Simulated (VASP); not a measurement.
Given:

```
Hf
1.0
    1.59500    -2.76262     0.00000
    1.59500     2.76262     0.00000
    0.00000     0.00000     5.05000
Hf
2
Cartesian
  1.59500   0.92088   1.26250
  1.59500  -0.92088   3.78750
```

The numbers are results of RPBE GGA, VASP's PBE PAW potentials (set 64) (plane waves; VASP), not measurements. Numerical set-up: 520 eV cut-off, 12×12×7 Γ-centred mesh, first-order Methfessel-Paxton smearing of 0.10 eV, potentials Hf_pv.

Energy and stress use the plane-wave basis of the starting cell.

The ions, cell shape and volume are relaxed. What does this cell relax into?

```
Hf
1.0
    1.61420    -2.79587     0.00000
    1.61420     2.79587     0.00000
    0.00000     0.00000     5.10810
Hf
2
Direct
  0.33333   0.66667   0.25000
  0.66667   0.33333   0.75000
```
Space group P6_3/mmc (194), at a tolerance of 0.03 Å.

How do energy and volume change from the first to the last step?

The energy (σ→0) changes by -9.3 meV/atom and the volume by +3.6 %, in 3 ionic steps.

```csv
step,E(σ→0) (eV),max force (eV/Å),pressure (GPa),volume (Å³)
1,-18.9948,0.000,3.84,44.50
2,-18.9889,0.000,-3.99,48.03
3,-19.0134,0.000,-0.03,46.11
```

The compound is Hf in the hcp structure. This run relaxes it. Symmetry was kept, so distortions that lower it aren't found.
